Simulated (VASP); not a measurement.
Here is the system:

```
CELL_PARAMETERS angstrom
      2.02164    -3.50159     0.00000
      2.02164     3.50159     0.00000
      0.00000     0.00000     5.12659
ATOMIC_POSITIONS crystal
  Se 0.00000 0.24832 0.66667
  Se 0.75168 0.75168 0.00000
  Se 0.24832 0.00000 0.33333
```

Computed with PBEsol GGA, VASP's PBE PAW potentials (set 64) (plane waves; VASP 6.6.1). Run with 400 eV cut-off, Gaussian smearing of 0.050 eV, potentials Se.

Without a dispersion term in the relaxation, distances and binding between the weakly bound layers, chains or molecules are unreliable, and so is what depends on them.

Question: Give the energies of bands 4 to 12 at the high-symmetry points, in eV from the valence-band maximum.

Answer: 
```
band      Γ      M      K      A      L      H
----  -----  -----  -----  -----  -----  -----
4     -3.74  -5.64  -5.33  -4.76  -6.51  -6.07
5     -3.51  -5.09  -5.33  -3.18  -4.47  -5.63
6     -3.51  -3.91  -3.36  -3.18  -4.34  -5.63
7     -1.96  -3.71  -3.36  -1.46  -2.54  -1.24
8     -1.96  -1.55  -3.12  -1.42  -2.05  -0.06
9     -0.60  -1.05  -2.56  -1.42  -0.16  -0.06
10     1.37   1.35   3.20   0.83   1.21   0.38
11     1.37   1.61   3.20   0.83   2.42   2.13
12     1.98   4.21   3.70   0.83   2.90   2.13
```

The gap is indirect, 0.38 eV, from the valence maximum at L-H at 0.78 to the conduction minimum at H.

The compound is Se in the trig structure. It was relaxed first, which changed the volume by -11 %.
